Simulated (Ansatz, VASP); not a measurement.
# Cross-check of Ti (Titanium) between VASP and Ansatz

Aim: how closely do two programs agree when they are given the same cell, functional and k mesh? The two relaxations start from unlike cells of this crystal (the structure described is Ansatz's start), so only their ends are compared.

Method: plane waves, with VASP 6.6.1 beside it; relaxation of cell and atoms at PBE with D4, in Ansatz 0.2.0.

## 1. Set-up

Symmetry: P6_3/mmc, No. 194, hexagonal system. Conventional cell: a = 2.950 Å, b = 2.950 Å, c = 4.686 Å, α = 90.00°, β = 90.00°, γ = 120.00°. Nearest to Ti lie 12 Ti at 2.90 to 2.95 Å.

Structure file:

```xyz
2
Lattice="2.9500 0.0000 0.0000 -1.4750 2.5548 0.0000 0.0000 0.0000 4.6860" Properties=species:S:1:pos:R:3 pbc="T T T"
Ti    0.0000    1.7032    1.1715
Ti    1.4750    0.8516    3.5145
```

## 2. VASP: relaxation of cell and atoms, PBE with D4

The relaxed volume is the usual yardstick between codes: in a stiff, nearly cubic crystal its relative difference is about their pressure difference at one cell divided by the bulk modulus.

Lines of VASP's logs that name or quote its potential files are left out, and so is its time.

The input, INCAR:

```
SYSTEM = Ti
PREC = Accurate
ENCUT = 500
EDIFF = 1E-07
NELM = 120
ISMEAR = -1
SIGMA = 0.05
LREAL = .FALSE.
ALGO = Normal
GGA = PE
IVDW = 13
NBANDS = 18
LASPH = .TRUE.
LORBIT = 11
LWAVE = .FALSE.
LCHARG = .FALSE.
ISIF = 3
IBRION = 2
NSW = 80
EDIFFG = -0.005
GGA_COMPAT = .FALSE.
NELMIN = 4
KPAR = 2
```

The input, POSCAR:

```
Ti
1.0
    2.9188168586      0.0000000000      0.0000000000
   -1.4594084293      2.5277696055      0.0000000000
    0.0000000000      0.0000000000      4.6255534920
Ti
2
Direct
    0.3333331376      0.6666666667      0.2500000000
    0.6666664710      0.3333333333      0.7500000000
```

The input, KPOINTS:

```
Automatic mesh
0
Gamma
13 13 7
0 0 0
```

The projector-augmented-wave data sets are Ti_sv (PBE family, release 64).

Run with:

```sh
$ mpirun -np 2 vasp_std
```

Numbers of over 12 decimals in the logs are rounded to 6 here.

The program printed:

```text
[banner, memory and clock lines left out]
running    2 mpi-ranks, on    1 nodes
 distrk:  each k-point on    1 cores,    2 groups
 distr:  one band on    1 cores,    1 groups

 POSCAR found type information on POSCAR Ti
 POSCAR found :  1 types and       2 ions
 LDA part: xc-table for (Slater+PW92), standard interpolation
 POSCAR, INCAR and KPOINTS ok, starting setup
 FFT: planning ... GRIDC
 FFT: planning ... GRID_SOFT
 FFT: planning ... GRID
 WAVECAR not read
 entering main loop
       N       E                     dE             d eps       ncg     rms          rms(c)
DAV:   1     0.255775903427E+03    0.25578E+03   -0.12956E+04  3024   0.164E+03
DAV:   2     0.121448387965E+02   -0.24363E+03   -0.24044E+03  3080   0.451E+02
DAV:   3    -0.165061663324E+02   -0.28651E+02   -0.28362E+02  5718   0.128E+02
DAV:   4    -0.176425373330E+02   -0.11364E+01   -0.11357E+01  3510   0.267E+01
DAV:   5    -0.176976280133E+02   -0.55091E-01   -0.55082E-01  4780   0.417E+00    0.120E+01
DAV:   6    -0.156686924376E+02    0.20289E+01   -0.75043E+00  3554   0.288E+01    0.308E+00
DAV:   7    -0.156553657004E+02    0.13327E-01   -0.77609E-01  4606   0.679E+00    0.207E+00
DAV:   8    -0.156848966459E+02   -0.29531E-01   -0.22117E-01  3488   0.560E+00    0.730E-01
DAV:   9    -0.156756887316E+02    0.92079E-02   -0.52462E-02  3584   0.240E+00    0.655E-02
DAV:  10    -0.156759932345E+02   -0.30450E-03   -0.28439E-03  4458   0.372E-01    0.890E-02
DAV:  11    -0.156760355404E+02   -0.42306E-04   -0.19272E-04  3664   0.105E-01    0.345E-02
DAV:  12    -0.156760245433E+02    0.10997E-04   -0.35502E-05  3780   0.515E-02    0.550E-03
DAV:  13    -0.156760257937E+02   -0.12503E-05   -0.11080E-06  4000   0.986E-03    0.531E-04
DAV:  14    -0.156760263832E+02   -0.58954E-06   -0.13867E-07  2504   0.258E-03    0.375E-04
DAV:  15    -0.156760266877E+02   -0.30445E-06   -0.32997E-08  1740   0.155E-03    0.966E-05
DAV:  16    -0.156760266773E+02    0.10412E-07   -0.13273E-08  1706   0.936E-04
   1 F= -.16086517E+02 E0= -.16077575E+02  d E =-.160865E+02
 curvature:   0.00 expect dE= 0.000E+00 dE for cont linesearch  0.000E+00
 trial: gam= 0.00000 g(F)=  0.430E-39 g(S)=  0.496E-05 ort = 0.000E+00 (trialstep = 0.100E+01)
 search vector abs. value=  0.496E-05
 bond charge predicted
       N       E                     dE             d eps       ncg     rms          rms(c)
DAV:   1    -0.156759103776E+02    0.11631E-03   -0.29274E-03  4756   0.672E-01    0.956E-02
DAV:   2    -0.156757848698E+02    0.12551E-03   -0.54077E-04  3734   0.247E-01    0.259E-02
DAV:   3    -0.156757811574E+02    0.37124E-05   -0.90878E-05  4276   0.545E-02    0.900E-03
DAV:   4    -0.156757847815E+02   -0.36241E-05   -0.13034E-05  3986   0.243E-02    0.379E-03
DAV:   5    -0.156757874677E+02   -0.26862E-05   -0.53713E-06  3938   0.136E-02    0.512E-03
DAV:   6    -0.156757882580E+02   -0.79036E-06   -0.15056E-06  4030   0.930E-03    0.145E-03
DAV:   7    -0.156757884510E+02   -0.19291E-06   -0.18513E-07  2352   0.325E-03    0.150E-04
DAV:   8    -0.156757885034E+02   -0.52475E-07   -0.25403E-08  1584   0.146E-03
   2 F= -.16086517E+02 E0= -.16077578E+02  d E =-.441507E-06
 trial-energy change:   -0.000000  1 .order   -0.000001   -0.000005    0.000004
 step:   0.5809(harm=  0.5809)  dis= 0.00000  next Energy=   -16.086518 (dE=-0.144E-05)
 reached required accuracy - stopping structural energy minimisation
```

From OUTCAR (step 2):

```text
ion  position               nearest neighbor table
   1  0.333  0.667  0.250-   2 2.86   2 2.86   2 2.86   2 2.86   2 2.86   2 2.86
   2  0.667  0.333  0.750-   1 2.86   1 2.86   1 2.86   1 2.86   1 2.86   1 2.86

  LATTYP: Found a hexagonal cell.
 ALAT       =     2.9188168586
 C/A-ratio  =     1.5847357735

 Subroutine GETGRP returns: Found 24 space group operations
 (whereof 12 operations were pure point group operations)

The static configuration has the point symmetry D_3d.
 The point group associated with its full space group is D_6h.

 Found     84 irreducible k-points:

   k-points           NKPTS =     84   k-points in BZ     NKDIM =     84   number of bands    NBANDS=     18

   dimension x,y,z NGX =    24 NGY =   24 NGZ =   36
   dimension x,y,z NGXF=    48 NGYF=   48 NGZF=   72

   ENCUT  =  500.0 eV  36.75 Ry    6.06 a.u.   5.32  5.32  8.43*2*pi/ulx,y,z

   NELECT =      24.0000    total number of electrons

 k-points in reciprocal lattice and weights: Automatic mesh
   0.00000000  0.00000000  0.00000000       0.001
   0.07692308  0.00000000  0.00000000       0.005
   0.15384615  0.00000000  0.00000000       0.005
   0.23076923  0.00000000  0.00000000       0.005
   0.30769231  0.00000000  0.00000000       0.005
   0.38461538  0.00000000  0.00000000       0.005
   0.46153846  0.00000000  0.00000000       0.005
   0.07692308  0.07692308  0.00000000       0.005
   0.15384615  0.07692308  0.00000000       0.010
[...]
0.38461538  0.23076923  0.42857143       0.010
   0.30769231  0.30769231  0.42857143       0.010

 average (electrostatic) potential at core
       1 -72.2234       2 -72.2234

 E-fermi :   8.5387

 k-point     1 :       0.0000    0.0000    0.0000
  band No.  band energies     occupation
    ...
      6     -24.1570      2.00000
      7     -24.1218      2.00000
      8     -24.1218      2.00000
      9       2.2767      2.00000
     10       5.7966      2.00000
     11       9.3161      0.00000
     12       9.3161      0.00000
     13       9.3463      0.00000
     14       9.4286      0.00000
     15       9.8268      0.00000
    ...

 k-point     2 :       0.0769    0.0000    0.0000
  band No.  band energies     occupation
    ...
      6     -24.1629      2.00000
      7     -24.1513      2.00000
      8     -24.1255      2.00000
      9       2.4460      2.00000
     10       5.9302      2.00000
     11       9.0165      0.00014
     12       9.0204      0.00013
     13       9.4360      0.00000
     14       9.6517      0.00000
     15       9.7495      0.00000
    ...

 k-point     3 :       0.1538    0.0000    0.0000
  band No.  band energies     occupation
    ...
      8     -24.1363      2.00000
      9       2.9352      2.00000
     10       6.2840      2.00000
     11       8.3741      1.92821
     12       8.5836      0.57892
     13       9.4989      0.00000
     14       9.7835      0.00000
     15       9.8632      0.00000
     16       9.8918      0.00000
     17       9.9941      0.00000
    ...

  DFT-D4 for vdW energy calculation

  Edisp (eV):   -0.41073

  Total       0.00656     0.00656     0.00553     0.00000    -0.00000     0.00000
  in kB       0.30794     0.30794     0.25967     0.00000    -0.00000     0.00000
  external pressure =        0.29 kB  Pullay stress =        0.00 kB

  energy-cutoff  :      500.00
  volume of cell :       34.11
      direct lattice vectors                 reciprocal lattice vectors
     2.918333761  0.000000000 -0.000000000     0.342661286  0.197835581 -0.000000000
    -1.459166881  2.527351231 -0.000000000    -0.000000000  0.395671163 -0.000000000
     0.000000000  0.000000000  4.624375849     0.000000000  0.000000000  0.216245399

 POSITION                                       TOTAL-FORCE (eV/Angst)
 -----------------------------------------------------------------------------------
     -0.00000      1.68490      1.15609         0.000000     -0.000000      0.000000
      1.45917      0.84245      3.46828        -0.000000      0.000000     -0.000000
 -----------------------------------------------------------------------------------
    total drift:                                0.002149     -0.000010     -0.000000

  FREE ENERGIE OF THE ION-ELECTRON SYSTEM (eV)
  ---------------------------------------------------
  free  energy   TOTEN  =       -16.0865171460 eV

  energy  without entropy=      -16.0686379595  energy(sigma->0) =      -16.07757755

 reached required accuracy - stopping structural energy minimisation

 total charge
# of ion       s       p       d       tot
------------------------------------------
    1        2.253   6.125   1.893  10.271
    2        2.253   6.125   1.893  10.271
--------------------------------------------------
tot          4.507  12.250   3.786  20.543

[... 3 further parts left out ...]
```

CONTCAR:

```
Ti
   1.00000000000000
     2.9183337612740901    0.0000000000000000   -0.0000000000000000
    -1.4591668806370450    2.5273512309149799   -0.0000000000000000
     0.0000000000000000    0.0000000000000000    4.6243758487078415
  Ti
     2
Direct
     0.3333331376000004    0.6666666667000030    0.2500000000000000
     0.6666664709999992    0.3333333332999970    0.7500000000000000
```

Dispersion corrections of this kind ignore metallic screening and tend to overbind metals. The run keeps the 24 symmetry operations of its start, so it cannot find a distortion of lower symmetry.

## 3. Ansatz: relaxation of cell and atoms, PBE with D4

Ansatz runs on its default PAW (the set named soft_2) files.

Its own start cell and the same functional, mesh and smearing now go to Ansatz, which takes its cutoff from its data sets.

The input, input.yaml:

```yaml
crystal:
  lattice:
    - [2.95, 0.0, 0.0]
    - [-1.475, 2.5547749412, 0.0]
    - [0.0, 0.0, 4.686]
  atoms:
    - { symbol: Ti, position: [0.3333333333, 0.6666666667, 0.25] }
    - { symbol: Ti, position: [0.6666666667, 0.3333333333, 0.75] }
kpoints:
  mp_grid: { grid: [13, 13, 7] }
scf:
  occupations: { method: fermi_dirac, width: 0.05 }
hamiltonian:
  xc: pbe
  pseudopotentials: { kind: paw }
  dispersion: d4
relax:
  f_tol: 0.01
  max_steps: 60
  cell: { stress_tol: 0.02 }
output:
  forces: true
  stress: true
```

Run with:

```sh
$ ansatz run input.yaml --threads 4 --pin off --max-ram 8192MiB --backend cpu --events-out ev --progress --plain --runs-dir out
```

The program printed:

```text
Engine: ansatz 0.2.0, aarch64-unknown-linux-gnu
Pseudopotentials: kind: paw
Pseudopotential: Ti, paw, valence charge 12, recommended cutoff 420 eV (normal), Ti.paw.azcp
Functional definition: PBE
  parameter kappa = 0.804
  parameter beta = 0.066725
  exchange = pbe_x(kappa = kappa, mu = beta*pi^2/3)
  correlation = pbe_c(beta = beta)
Crystal: 2 atoms, lattice volume = 35.316 Å³
Basis set: ecut = 420 eV, 687 PW (Γ), exchange–correlation on 40×40×64 points (8 copies of the dense FFT grid, shifted against one another)
Bands: 16, of which v1, the nominal top of the filled ones, is band 12 counted from 1 (11 counted from 0)
Symmetry: 24 space group operations
Space group: P63/mmc (ITA 194), of the structure as read, at distance tolerance 3.3e-5 Å
k-points: 84 of 1183
Non-local potential: Ti, projectors of the file, l = 0: 3, l = 1: 2, l = 2: 3, l = 3: 1
PAW form: soft (Blöchl's): semilocal exchange-correlation on the pseudo side does not see the compensation charge
PAW one-centre angular grid: Ti, 590 points (default); XC on 64 Gauss nodes
Initial density: superposition of atomic densities (neutral atoms: chi_scale 0, normalization atom), corrected by the library's trained network
Initial wavefunctions: pseudopotential atomic-orbital guess
Functional: x = pbe(κ = 0.804, μ = 0.219515), c = pbe(β = 0.066725)
SCF iter   1: F=—  HF=-4999.736521 eV  |F-HF|=—  |Δ(HF+E_count)|=         —  Δρ=4.82e-3  dr2=3.93e-3  ethr=1.77e-3  ⟨swp⟩=4.1  Hψ=5494  notcnv=0
preconditioner: auto → none  [metal: Δε(μ)=0.026 eV  Ē_g=2.794 eV  σ=0.050 eV  W_gap=0.13  n_scr=8 (ndim 8)  ℏωp=17.7 eV  f_vac=0.000  D(μ)=2.12/eV (n_scr^D=22)  sad-step TF]
SCF iter   2: F=—  HF=-4999.735692 eV  |F-HF|=—  |Δ(HF+E_count)|=   8.29e-4  Δρ=2.42e-3  dr2=1.07e-3  ethr=1.64e-5  ⟨swp⟩=1.0  Hψ=2016  notcnv=0
SCF iter   3: F=—  HF=-4999.735852 eV  |F-HF|=—  |Δ(HF+E_count)|=   1.60e-4  Δρ=3.04e-4  dr2=1.32e-5  ethr=4.45e-6  ⟨swp⟩=2.5  Hψ=2031  notcnv=0
SCF iter   4: F=—  HF=-4999.735880 eV  |F-HF|=—  |Δ(HF+E_count)|=   2.81e-5  Δρ=7.92e-5  dr2=1.89e-6  ethr=5.50e-8  ⟨swp⟩=2.4  Hψ=2343  notcnv=0
iter 5 did not close the SCF: its close was put off for the readings that it lacked (scf_convergence_deferred on its scf_iter line)
SCF iter   5: F=-4999.735880 eV  HF=-4999.735880 eV  |F-HF|=7.34e-10  |Δ(HF+E_count)|=   5.90e-7  Δρ=9.78e-6  dr2=2.13e-8  ethr=7.89e-9  ⟨swp⟩=2.6  Hψ=2327  notcnv=0
SCF iter   6: F=-4999.735880 eV  HF=-4999.735880 eV  |F-HF|=4.91e-11  |Δ(HF+E_count)|=   4.82e-9  Δρ=9.04e-7  dr2=1.76e-10  ethr=8.87e-11  ⟨swp⟩=1.8  Hψ=4060  notcnv=0
SCF 1 converged in 6 iterations: F = -4999.735880 eV  dr2 = 1.76e-10
  greatest PAW one-centre occupation: 0.999 electrons in one spin orbital (limit 2), on the Ti atom at site 1 (counted from 0), in its partial waves of l = 0
relax step   1: F+E_penalty+E_count = -4999.73587979 eV  Δ(F+E_penalty+E_count) = +0.000e0 eV  max|allowed force component| = 4.348e-16 eV/Å  Δτ_max = 0.0000 Å  P = -3.421 GPa  Ω = 35.316 Å³  (6 SCF iters, dr2 threshold 1.00e-7 eV, accepted)
[...]
relax step   3: F+E_penalty+E_count = -4999.74799020 eV  Δ(F+E_penalty+E_count) = -1.211e-2 eV  max|allowed force component| = 3.978e-16 eV/Å  Δτ_max = 0.0000 Å  P = -0.182 GPa  Ω = 34.274 Å³  energy of the carried Pulay correction = +9.213e-5 eV  (7 SCF iters, accepted)
[...]
relax step   4: F+E_penalty+E_count = -4999.74803586 eV  Δ(F+E_penalty+E_count) = -4.565e-5 eV  max|allowed force component| = 1.480e-16 eV/Å  Δτ_max = 0.0000 Å  P = +0.010 GPa  Ω = 34.218 Å³  energy of the carried Pulay correction = +9.730e-5 eV  (6 SCF iters, dr2 threshold 1.91e-7 eV, accepted)
[...]
relax step   5: F+E_penalty+E_count = -4999.74803707 eV  Δ(F+E_penalty+E_count) = -1.212e-6 eV  max|allowed force component| = 1.480e-16 eV/Å  Δτ_max = 0.0000 Å  P = +0.005 GPa  Ω = 34.219 Å³  energy of the carried Pulay correction = +9.717e-5 eV  (7 SCF iters, accepted)
[...]
relax step   6: F+E_penalty+E_count = -4999.74792333 eV  Δ(F+E_penalty+E_count) = +1.137e-4 eV  max|allowed force component| = 2.035e-16 eV/Å  Δτ_max = 0.0000 Å  P = +0.011 GPa  Ω = 34.219 Å³  stress off target by 1.59e-2 GPa  SCF on the basis re-selected at this cell (its energy is not comparable with the rows above)  (6 SCF iters)
basis re-selected at this cell: Δ(F+E_penalty+E_count) = +1.137e-4 eV, ΔP = +0.006 GPa vs the last step (what re-selecting the basis moved, of the pressure what is left beyond the Pulay correction that the steps carried, after the strain that the cell walked since its last selection, with what the two solves' SCF thresholds leave and, on support functions, any second-order correction that the steps lacked; it is no m [...]
SCF converged after 6 iterations
Free energy (F): -4999.747923 eV
Harris-Foulkes:  -4999.747923 eV  (|F-HF|=9.09e-13)
Internal energy: -4999.730115 eV  (E = F + TS)
E sigma→0 (E₀):  -4999.739019 eV
Entropy (-TS):   -0.017808 eV (-8.904 meV/atom)
Fermi energy:    13.627308 eV
--- Per-component energies (eV) ---
  E_band       = -308.848620
  E_kinetic    = 545.530972
  E_local      = -1609.102983  (includes V_loc(G=0)·N_el)
  E_nonlocal   = 16.116458
  E_hartree    = 662.361498
  E_xc         = -195.208191
  E_vxc        = -244.244408  (∫ρ·V_xc dr)
  E_paw        = -2095.231239  (= ΣΔE_a)
  E_vpaw       = -341.871882  (= ΣTr[D̂ρ^β])
  E_aug_tail   = 0.000223  (compensation charges beyond the density's cutoff)
  E_ewald      = -2323.787229
  E_disp       = -0.409624  (pairwise vdW)
  E_smearing   = -0.017808  (= −TS)
  E_closure    = 0.000000  (closes the sum)
  Σ components = -4999.747923   (vs F -4999.747923, Δ=0.00e0)
--- Forces (eV/Å), atoms counted from 1 ---
  atom   1  Ti     0.00000000    -0.00000000     0.00000000
  atom   2  Ti     0.00000000     0.00000000     0.00000000
  max |Σ_I F_I| component: 0.00e0 eV/Å
--- Stress (GPa, compression-positive) ---
        0.015899      -0.000000       0.000000
        0.000000       0.015899       0.000000
        0.000000       0.000000       0.001369
  P = ⅓ Tr σ = 0.0111 GPa (0.111 kbar)
--- Relaxed structure (5 steps of the walk, 4 accepted, 1 SCFs on fresh bases) ---
  F+E_penalty+E_count = -4999.74792333 eV   max|allowed force component| = 2.035e-16 eV/Å   (the final SCF, on the basis selected at the relaxed cell)
  cell:  # Å, volume = 34.2195 Å³
    - [2.921522, 0.0, 0.0]
    - [-1.460761, 2.530113, 0.0]
    - [0.0, 0.0, 4.629397]
  atoms:
    - { symbol: Ti, position: [0.333333, 0.666667, 0.25] }
    - { symbol: Ti, position: [0.666667, 0.333333, 0.750000] }
```

The column dr2 measures how far the density is from self-consistency, as an energy; F and HF (Harris–Foulkes) agree once it is small.

## 4. Comparison

Known differences besides the potentials themselves: the cutoff is 420 eV in Ansatz and 500 eV in VASP; Ansatz adds a Pulay correction to the stress that steers its cell, VASP none. Total energies have different zeros and are not compared.

Compared:

```csv
quantity,Ansatz,VASP,difference
volume (Å³),34.22,34.11,+0.33 %
"edge a after relaxation, in the typed setting (Å)",2.921,2.918,+0.11 %
"edge c after relaxation, in the typed setting (Å)",4.629,4.624,+0.11 %
```

## 5. What came out

| Quantity | Value |
| --- | --- |
| difference in volume (relaxation of cell and atoms, PBE with D4) | 0.33 % |

What this shows: The difference in volume is 0.33 % (relaxation of cell and atoms, PBE with D4), within the 1.2 % picked in this series as the mark of a large difference, as far as the stopping tolerances let one tell. 1 further run of this series is not shown here. Such differences can come from data sets, numerical settings and the points named under the comparisons, not from the functional's error against experiment.

[Lines on the potential files, build, host, timing and source positions are cut from VASP's logs without a mark.]

[Logs are printed without paths, hosts, clocks, repeated set-up lines and the standing remarks that a program may print on its own settings, such as how far it seeks lower states.]

[Hosts, paths, dates, database ids (printed as entryN), source tags and the programs' standing remarks are cut or masked in the printed files.]
